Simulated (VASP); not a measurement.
# Cd on the Tm site in a supercell of TmSb

Aim: the formation energy and local structure of Cd on the Tm site in TmSb. The start is a cell from a database of measured crystal structures.

Method: PBEsol, 4f electrons in the core; plane waves and PAW (Tm_3, Sb), in the first sound run; inputs show where later runs differ, in VASP 6.6.1.

The database entry behind the starting cell differs from later determinations by our own check (an axis about 0.4 % long against later determinations), so it need not match the best structure at ambient conditions.

### Step 1. The host crystal

Symmetry: Fm-3m, No. 225, cubic system. Conventional cell: a = 6.105 Å, b = 6.105 Å, c = 6.105 Å, α = 90.00°, β = 90.00°, γ = 90.00°. Tm has 6 Sb at 3.05 Å nearest. Nearest to Sb lie 6 Tm at 3.05 Å. Farther neighbours are not listed.

As a file:

```cif
data_structure
_symmetry_space_group_name_H-M 'P 1'
_symmetry_Int_Tables_number 1
_cell_length_a 4.3172
_cell_length_b 4.3172
_cell_length_c 4.3172
_cell_angle_alpha 60.000
_cell_angle_beta 60.000
_cell_angle_gamma 60.000
_cell_volume 56.90
loop_
_atom_site_label
_atom_site_type_symbol
_atom_site_fract_x
_atom_site_fract_y
_atom_site_fract_z
_atom_site_occupancy
Tm1 Tm 0.50000 0.50000 0.50000 1
Sb2 Sb 0.00000 0.00000 0.00000 1
```

### Step 2. The host at zero pressure

First cell and atoms are relaxed at a raised cutoff, so that later runs start from this functional's own cell.

Contents of INCAR:

```
SYSTEM = TmSb
PREC = Accurate
ENCUT = 350
EDIFF = 1E-06
NELM = 120
ISMEAR = 0
SIGMA = 0.05
LREAL = .FALSE.
ALGO = Normal
GGA = PS
NBANDS = 13
LORBIT = 11
LWAVE = .FALSE.
LCHARG = .FALSE.
KPAR = 4
IBRION = 2
NSW = 40
ISIF = 3
EDIFFG = -0.02
POTIM = 0.4
```

Contents of POSCAR:

```
TmSb
1.0
    0.0000000000      3.0527000000      3.0527000000
    3.0527000000      0.0000000000      3.0527000000
    3.0527000000      3.0527000000      0.0000000000
Tm Sb
1 1
Direct
    0.5000000000      0.5000000000      0.5000000000
    0.0000000000      0.0000000000      0.0000000000
```

Contents of KPOINTS:

```
Automatic mesh
0
Gamma
5 5 5
0 0 0
```

The projector-augmented-wave data sets are Tm_3 and Sb (PBE family, release 64).

Command:

```
$ mpirun -np 4 vasp_std
```

The program printed:

```text
[banner, memory and clock lines left out]
running    4 mpi-ranks, on    1 nodes
 distrk:  each k-point on    1 cores,    4 groups
 distr:  one band on    1 cores,    1 groups

 POSCAR found type information on POSCAR TmSb
 POSCAR found :  2 types and       2 ions
|                                                                             |
|               ----> ADVICE to this user running VASP <----                  |
|                                                                             |
|     You enforced a specific xc type in the INCAR file but a different       |
|     [... a line on the potential file left out ...]
|     I HOPE YOU KNOW WHAT YOU ARE DOING!                                     |
|                                                                             |

 LDA part: xc-table for (Slater+PW92), standard interpolation
 POSCAR, INCAR and KPOINTS ok, starting setup
 FFT: planning ... GRIDC
 FFT: planning ... GRID_SOFT
 FFT: planning ... GRID
 WAVECAR not read
 entering main loop
       N       E                     dE             d eps       ncg     rms          rms(c)
DAV:   1     0.326611243471E+02    0.32661E+02   -0.44918E+03   260   0.666E+02
DAV:   2    -0.937715462902E+01   -0.42038E+02   -0.38231E+02   318   0.205E+02
DAV:   3    -0.116943396003E+02   -0.23172E+01   -0.22269E+01   334   0.336E+01
DAV:   4    -0.117705275141E+02   -0.76188E-01   -0.76111E-01   331   0.599E+00
DAV:   5    -0.117743915112E+02   -0.38640E-02   -0.38637E-02   353   0.141E+00    0.194E+01
DAV:   6    -0.116117831583E+02    0.16261E+00   -0.27827E-01   415   0.371E+00    0.122E+01
DAV:   7    -0.116286570250E+02   -0.16874E-01   -0.18984E-01   420   0.335E+00    0.931E-01
DAV:   8    -0.116165662117E+02    0.12091E-01   -0.65205E-02   405   0.181E+00    0.245E-01
DAV:   9    -0.116159089111E+02    0.65730E-03   -0.32746E-03   395   0.433E-01    0.104E-01
DAV:  10    -0.116159073039E+02    0.16072E-05   -0.16451E-04   295   0.724E-02    0.109E-01
DAV:  11    -0.116159119646E+02   -0.46607E-05   -0.19015E-05   341   0.356E-02    0.199E-02
DAV:  12    -0.116159094216E+02    0.25430E-05   -0.83561E-06   379   0.202E-02    0.768E-03
DAV:  13    -0.116159095880E+02   -0.16640E-06   -0.32621E-07   145   0.422E-03
   1 F= -.11615910E+02 E0= -.11614644E+02  d E =-.116159E+02
 curvature:   0.00 expect dE= 0.000E+00 dE for cont linesearch  0.000E+00
 trial: gam= 0.00000 g(F)=  0.945E-61 g(S)=  0.294E-01 ort = 0.000E+00 (trialstep = 0.100E+01)
 search vector abs. value=  0.294E-01
 bond charge predicted
       N       E                     dE             d eps       ncg     rms          rms(c)
DAV:   1    -0.116930072357E+02   -0.77098E-01   -0.13062E+00   326   0.119E+01    0.180E+00
DAV:   2    -0.116472495312E+02    0.45758E-01   -0.59221E-02   397   0.230E+00    0.954E-01
DAV:   3    -0.116265248528E+02    0.20725E-01   -0.47650E-02   405   0.219E+00    0.429E-01
DAV:   4    -0.116265622926E+02   -0.37440E-04   -0.10181E-03   265   0.251E-01    0.335E-01
DAV:   5    -0.116265356584E+02    0.26634E-04   -0.50404E-04   285   0.148E-01    0.362E-02
DAV:   6    -0.116265267846E+02    0.88738E-05   -0.42129E-05   420   0.693E-02    0.176E-02
DAV:   7    -0.116265264168E+02    0.36785E-06   -0.66050E-06   425   0.227E-02
   2 F= -.11626526E+02 E0= -.11625447E+02  d E =-.106168E-01
 trial-energy change:   -0.010617  1 .order   -0.009905   -0.029363    0.009554
 step:   0.7737(harm=  0.7545)  dis= 0.00000  next Energy=   -11.627599 (dE=-0.117E-01)
 bond charge predicted
       N       E                     dE             d eps       ncg     rms          rms(c)
DAV:   1    -0.116310300660E+02   -0.45033E-02   -0.66619E-02   357   0.267E+00    0.423E-01
DAV:   2    -0.116286765460E+02    0.23535E-02   -0.28308E-03   395   0.515E-01    0.226E-01
DAV:   3    -0.116276295153E+02    0.10470E-02   -0.24138E-03   405   0.495E-01    0.980E-02
DAV:   4    -0.116276306927E+02   -0.11774E-05   -0.51804E-05   270   0.562E-02    0.776E-02
DAV:   5    -0.116276261746E+02    0.45181E-05   -0.29782E-05   285   0.365E-02    0.816E-03
DAV:   6    -0.116276256940E+02    0.48059E-06   -0.17136E-06   210   0.131E-02
   3 F= -.11627626E+02 E0= -.11626542E+02  d E =-.117161E-01
 curvature:  -0.37 expect dE=-0.131E-05 dE for cont linesearch -0.131E-05
 trial: gam= 0.00000 g(F)=  0.148E-64 g(S)=  0.349E-05 ort =-0.320E-03 (trialstep = 0.955E+00)
 search vector abs. value=  0.349E-05
 reached required accuracy - stopping structural energy minimisation
```

Wall time 6.6 s (4 MPI ranks of Intel Xeon Platinum 8259CL at 2.50GHz (Skylake/Cascade Lake), shared host); peak memory 0.6 GiB.

The logs omit lines about the potential files and the build; timing stands in the text.

From OUTCAR (step 2):

```text
ion  position               nearest neighbor table
   1  0.500  0.500  0.500-   2 3.05   2 3.05   2 3.05   2 3.05   2 3.05   2 3.05
   2  0.000  0.000  0.000-   1 3.05   1 3.05   1 3.05   1 3.05   1 3.05   1 3.05

  LATTYP: Found a face centered cubic cell.
 ALAT       =     6.1054000000

 Subroutine GETGRP returns: Found 48 space group operations
 (whereof 48 operations were pure point group operations)

The static configuration has the point symmetry O_h .

 Found     10 irreducible k-points:

   k-points           NKPTS =     10   k-points in BZ     NKDIM =     10   number of bands    NBANDS=     13

   dimension x,y,z NGX =    28 NGY =   28 NGZ =   28
   dimension x,y,z NGXF=    56 NGYF=   56 NGZF=   56

   ENCUT  =  350.0 eV  25.72 Ry    5.07 a.u.   6.59  6.59  6.59*2*pi/ulx,y,z

   NELECT =      14.0000    total number of electrons

 k-points in reciprocal lattice and weights: Automatic mesh
   0.00000000  0.00000000  0.00000000       0.008
   0.20000000  0.00000000  0.00000000       0.064
   0.40000000  0.00000000  0.00000000       0.064
   0.20000000  0.20000000  0.00000000       0.048
   0.40000000  0.20000000  0.00000000       0.192
  -0.40000000  0.20000000  0.00000000       0.192
  -0.20000000  0.20000000  0.00000000       0.096
   0.40000000  0.40000000  0.00000000       0.048
  -0.40000000  0.40000000  0.00000000       0.096
  -0.40000000  0.40000000  0.20000000       0.192

 average (electrostatic) potential at core
       1 -31.2741       2 -86.1151

 E-fermi :   4.9076

 k-point     1 :       0.0000    0.0000    0.0000
  band No.  band energies     occupation
      1     -20.2457      2.00000
      2     -20.2457      2.00000
      3     -20.2457      2.00000
      4      -5.1000      2.00000
      5       6.1660      0.00000
      6       6.1660      0.00000
      7       6.1660      0.00000
      8       6.4305      0.00000
      9       6.4305      0.00000
    ...

 k-point     2 :       0.2000    0.0000    0.0000
  band No.  band energies     occupation
    ...
      3     -20.2470      2.00000
      4      -4.6251      2.00000
      5       3.4129      2.00000
      6       4.5570      2.00000
      7       4.5570      2.00000
      8       7.0344      0.00000
      9       7.0344      0.00000
     10       7.0632      0.00000
     11       9.4236      0.00000
     12       9.4236      0.00000
    ...

 k-point     3 :       0.4000    0.0000    0.0000
  band No.  band energies     occupation
    ...
      3     -20.2492      2.00000
      4      -3.5456      2.00000
      5       0.9165      2.00000
      6       3.5254      2.00000
      7       3.5254      2.00000
      8       7.8208      0.00000
      9       8.2240      0.00000
     10       8.2240      0.00000
     11       9.7851      0.00000
     12      11.6508      0.00000
    ...

  Total        0.0077679      0.0077679      0.0077679     -0.0000000     -0.0000000      0.0000000
  in kB        0.2258705      0.2258705      0.2258705     -0.0000000     -0.0000000      0.0000000
  external PRESSURE =       0.2258705 kB  Pullay stress =       0.0000000 kB

  energy-cutoff  :      350.00
  volume of cell :       55.10
      direct lattice vectors                 reciprocal lattice vectors
    -0.000000000  3.020239136  3.020239136    -0.165549805  0.165549805  0.165549805
     3.020239136  0.000000000  3.020239136     0.165549805 -0.165549805  0.165549805
     3.020239136  3.020239136  0.000000000     0.165549805  0.165549805 -0.165549805

 POSITION                                       TOTAL-FORCE (eV/Angst)
 -----------------------------------------------------------------------------------
      3.02024      3.02024      3.02024        -0.000000     -0.000000      0.000000
      0.00000      0.00000      0.00000         0.000000      0.000000     -0.000000
 -----------------------------------------------------------------------------------
    total drift:                                0.000000      0.000000      0.000000

  FREE ENERGIE OF THE ION-ELECTRON SYSTEM (eV)
  ---------------------------------------------------
  free  energy   TOTEN  =       -11.6276256940 eV

  energy  without entropy=      -11.6254582100  energy(sigma->0) =      -11.62654195

 reached required accuracy - stopping structural energy minimisation

 total charge
# of ion       s       p       d       tot
------------------------------------------
    1        0.370   6.727   1.156   8.252
    2        1.115   1.473   0.016   2.604
--------------------------------------------------
tot          1.485   8.200   1.172  10.856

[... 3 further parts left out ...]
```

The data set Tm_3 holds the 4f electrons frozen in the core, so no f bands or f moments appear. The k-mesh is coarse for a metal. The PAW data sets were made with PBE, which is usual practice but a small mismatch for other functionals. The run keeps the 48 symmetry operations of its start, so it cannot find a distortion of lower symmetry.

Relaxation path:

| step | energy less that of the first step (eV) | largest force (eV/Å) | pressure (GPa) | volume (Å³) |
| --- | --- | --- | --- | --- |
| 1 | 0.0000 | 0.0000 | -2.01 | 56.90 |
| 2 | -0.0106 | 0.0000 | 0.68 | 54.58 |
| 3 | -0.0117 | 0.0000 | 0.02 | 55.10 |

| conventional cell, symmetrised | before | after | change |
| --- | --- | --- | --- |
| a (Å) | 6.105 | 6.040 | -1.1 % |
| b (Å) | 6.105 | 6.040 | -1.1 % |
| c (Å) | 6.105 | 6.040 | -1.1 % |
| volume (Å³/atom) | 28.45 | 27.55 | -3.2 % |

Final coordinates:

```
Tm Sb
1.0
     0.00000    3.02024    3.02024
     3.02024    0.00000    3.02024
     3.02024    3.02024    0.00000
Tm Sb
1 1
Direct
  0.50000 0.50000 0.50000
  0.00000 0.00000 0.00000
```

This step gave:

```
electronic cycles                               : 26
electrons                                       : 14
free energy (TOTEN)                             : -11.63 eV
energy at zero smearing                         : -11.63 eV
Fermi energy                                    : 4.908 eV
labelled metallic, from the levels on this mesh : yes
```

The run ended after 3 ionic steps, 0.012 eV below its first step, once forces and stress met EDIFFG = -0.02.

(Part 1 of 5 ends here.)

[Lines on the potential files, build, host, timing and source positions are cut from VASP's logs without a mark.]

[Logs are printed without paths, hosts, clocks, repeated set-up lines and the standing remarks that a program may print on its own settings, such as how far it seeks lower states.]

[Hosts, paths, dates, database ids (printed as entryN), source tags and the programs' standing remarks are cut or masked in the printed files.]

[In band tables of VASP the shares of atoms and orbitals are scaled to a sum of 1 inside the atoms' spheres.]

[Runs that stopped without an error message from VASP are left out.]
